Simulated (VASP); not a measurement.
BN (space group F-43m): the measured cell of entry 9008834 of the Crystallography Open Database is

```xyz
2
Lattice="0.0000 1.8075 1.8075 1.8075 0.0000 1.8075 1.8075 1.8075 0.0000" Properties=species:S:1:pos:R:3 pbc="T T T"
B      0.0000     0.0000     0.0000
N      0.9038     0.9038     0.9038
```

All values below come from PBEsol GGA, VASP's PBE PAW potentials (set 64) (plane waves; VASP 6.6.1). Numerical set-up: 520 eV cut-off, 14×14×14 Γ-centred mesh, tetrahedra with Blöchl corrections, potentials B N.

The calculation is for a static lattice at zero pressure; the measurement, whose temperature isn't given here, holds thermal and zero-point expansion. The entry's conditions were not checked, so it may have been measured under pressure.

Question: How far does the relaxed conventional cell lie from the measured one?

Answer: 
```tsv
	measured	computed	difference
a (Å)	3.615	3.608	-0.2 %
V (Å³/atom)	5.91	5.87	-0.6 %
```

The structure comes from a measured BN entry (F-43m) of the Crystallography Open Database, whose conditions weren't checked. It was relaxed first. Symmetry was kept, so distortions that lower it aren't found.
